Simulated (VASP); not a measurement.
These are TPSS meta-GGA, VASP's PBE PAW potentials (set 64) (plane waves; VASP 6.6.1) values and carry that method's errors.

VASP input:

### POSCAR
```
CdSe
1.0
  2.2374479236  -3.8753732271   0.0000000000
  2.2374479236   3.8753732271   0.0000000000
  0.0000000000   0.0000000000   7.2843324915
Cd Se
2 2
Cartesian
  2.2374479236  -1.2917936593   3.6420155329
  2.2374479236   1.2917936593   7.2841817787
  2.2374479236  -1.2917936593   6.3812259754
  2.2374479236   1.2917936593   2.7390597296
```

### INCAR
```
LWAVE=.FALSE.
ALGO=Normal   # blocked Davidson
SIGMA=0.05
ISMEAR=0
LMAXMIX=4   # l cut-off of mixed one-centre charges
ISIF=4   # ions and shape, fixed volume
EDIFFG=-0.01
PREC=Accurate
IBRION=2   # conjugate gradients
LASPH=.TRUE.
SYSTEM=CdSe
EDIFF=1E-7   # SCF stop (eV)
NELM=100
NSW=30
LREAL=.FALSE.
LMIXTAU=.TRUE.
LCHARG=.FALSE.
ENCUT=520   # plane-wave cut-off (eV)
METAGGA=TPSS
```

### KPOINTS
```
Automatic mesh
0
Gamma
6 6 3
0 0 0
```

POTCAR, in this order: Cd Se (PBE.64 set). Program: vasp_std.

### Question
What does the run give for the energy per atom (σ→0), band gap (on the k-mesh)?

### Answer

energy per atom (σ→0): -10.946 eV/atom
band gap (on the k-mesh): 0.65 eV

File OSZICAR:
```
...
DAV:   1    -0.437846070876E+02   -0.14286E-04   -0.10725E-02   622   0.665E-01    0.216E-02
DAV:   2    -0.437846236747E+02   -0.16587E-04   -0.12859E-04   706   0.750E-02    0.660E-03
DAV:   3    -0.437846251969E+02   -0.15222E-05   -0.21646E-06   640   0.127E-02    0.451E-03
DAV:   4    -0.437846193519E+02    0.58450E-05   -0.28166E-06   658   0.148E-02    0.871E-04
DAV:   5    -0.437846246289E+02   -0.52771E-05   -0.23954E-06   634   0.146E-02    0.650E-04
DAV:   6    -0.437846257344E+02   -0.11055E-05   -0.16119E-07   466   0.362E-03    0.354E-04
DAV:   7    -0.437846257585E+02   -0.24112E-07   -0.13581E-08   338   0.994E-04
   2 F= -.43784626E+02 E0= -.43784626E+02  d E =-.329283E-04
```

The compound is CdSe in the wurtzite structure. This cell is one point of a volume scan, at 1.06 of the reference volume. Symmetry was kept, so distortions that lower it aren't found.
